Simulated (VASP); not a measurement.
Here is the system:

```
RbBr
1.0
    0.00000     3.49823     3.49823
    3.49823     0.00000     3.49823
    3.49823     3.49823     0.00000
Rb Br
1 1
Cartesian
  6.99646   6.99646   6.99646
  3.49823   3.49823   3.49823
```

Calculation: TPSS meta-GGA, VASP's PBE PAW potentials (set 64) (plane waves; VASP 6.6.1). Settings: 520 eV cut-off, 7×7×7 Γ-centred mesh, Gaussian smearing of 0.050 eV, potentials Rb_sv Br.

Problem. Estimate the energy per atom (σ→0), band gap (on the k-mesh) with the smallest direct gap where there is one.

Solution. 
The band gap (on the k-mesh) comes out as 4.73 eV, the smallest direct gap (on the k-mesh) is 4.73 eV and the energy per atom (σ→0) comes out as -11.644 eV/atom.

Only differences to runs with the same potentials and settings are physical.

The compound is RbBr in the rock salt structure. This cell is one point of a volume scan, at 0.97 of the reference volume.
